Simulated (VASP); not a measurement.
VASP ran on this input.

**KPOINTS**
```
Automatic
0
gamma
  8 8 4
0 0 0
```

POSCAR:
```
TiS2
1
    1.7279826150    -2.9929540689     0.0000000000
    1.7279826150     2.9929540689     0.0000000000
    0.0000000000     0.0000000000     7.4841118630
Ti S
1 2
Direct
  0.0000000000   0.0000000000   0.0000000000
  0.3333330000   0.6666670000   0.1895939191
  0.6666670000   0.3333330000   0.8104060809
```

### INCAR
```
ALGO=Normal
EDIFF=1E-7
ENCUT=520
GGA=RP
ISIF=2
ISMEAR=-5
LASPH=T
LCHARG=T
LEFG=T
LMAXMIX=4
LORBIT=11
LREAL=F
LWAVE=F
NEDOS=601
NELM=100
PREC=Accurate
SYSTEM=TiS2
```

POTCAR, in this order: Ti_sv S (PBE.64 set). Program: vasp_std.

Problem. Write an equivalent input for Ansatz.

Solution. One equivalent input (not run):
Ansatz 0.2 input:
```yaml
crystal:
  lattice:
    - [1.7279826, -2.9929541, 0.0000000]
    - [1.7279826, 2.9929541, 0.0000000]
    - [0.0000000, 0.0000000, 7.4841119]
  atoms:
    - { symbol: Ti, position: [0.0000000, 0.0000000, 0.0000000] }
    - { symbol: S, position: [0.3333330, 0.6666670, 0.1895939] }
    - { symbol: S, position: [0.6666670, 0.3333330, 0.8104061] }
kpoints:
  mp_grid: { grid: [8, 8, 4] }
hamiltonian:
  xc: rpbe
  pseudopotentials: { kind: paw }
scf:
  occupations: { method: tetrahedron }
  max_iter: 100
output: { forces: true, stress: true, eigenvalues: true }
```
Limits of the translation: each code has its own PAW files, so the cut-off isn't converted (ENCUT is set for VASP's; basis.ecutwfc is left out, and Ansatz then takes the one that its files recommend); Ansatz stops its SCF on the density residual and VASP on the energy change (EDIFF); the field gradients of LEFG aren't asked of the other code.

The compound is TiS2 in the 1T layered structure. It was relaxed first, which changed the volume by +35 %.
